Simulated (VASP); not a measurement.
An input for Quantum ESPRESSO's pw.x (written as the equivalent of a VASP run, and not itself run):

```
&CONTROL
  calculation = 'scf'
  pseudo_dir = './pseudo'
  outdir = './out'
  tprnfor = .true.
  tstress = .true.
/
&SYSTEM
  ibrav = 0
  nat = 4
  ntyp = 2
  ecutwfc = 84
  occupations = 'smearing'
  smearing = 'gaussian'
  degauss = 0.003675
  input_dft = 'pbe'
/
&ELECTRONS
  conv_thr = 7.3e-08
  electron_maxstep = 100
/
ATOMIC_SPECIES
  Mg 24.305 Mg.upf
  Te 127.600 Te.upf
CELL_PARAMETERS angstrom
     2.3205000   -4.0192240    0.0000000
     2.3205000    4.0192240    0.0000000
     0.0000000    0.0000000    7.5378000
ATOMIC_POSITIONS crystal
  Mg   0.6666670  0.3333330  0.5000000
  Mg   0.3333330  0.6666670  0.0000000
  Te   0.6666670  0.3333330  0.8760000
  Te   0.3333330  0.6666670  0.3760000
K_POINTS automatic
  4 4 3 0 0 0
```

### Question
Write the VASP files for the same calculation (PBE).

### Answer
Several could match; the one computed here: 
### POSCAR
```
MgTe
1
    2.3205000000    -4.0192240000     0.0000000000
    2.3205000000     4.0192240000     0.0000000000
    0.0000000000     0.0000000000     7.5378000000
Mg Te
2 2
Direct
  0.6666670000   0.3333330000   0.5000000000
  0.3333330000   0.6666670000   0.0000000000
  0.6666670000   0.3333330000   0.8760000000
  0.3333330000   0.6666670000   0.3760000000
```

File KPOINTS:
```
Automatic mesh
0
Gamma
4 4 3
0 0 0
```

INCAR:
```
SYSTEM = MgTe
PREC = Accurate; ENCUT = 400; LREAL = F
LASPH = T
EDIFF = 1E-6; NELM = 100; ALGO = Normal
LMAXMIX = 4
ISMEAR = 0; SIGMA = 0.05
GGA = PE
ISIF = 2
LWAVE = F; LCHARG = F
```

POTCAR, in this order: Mg Te (PBE.64 set). Program: vasp_std.

Limits of the translation: the potentials are each code's own (VASP's PAW set, PseudoDojo norm-conserving files in pw.x), so ENCUT and ecutwfc are chosen apart and not converted; conv_thr bounds pw.x's estimated SCF error, while EDIFF bounds the energy change between steps.

The compound is MgTe in the wurtzite structure. The cell was not relaxed at this level.
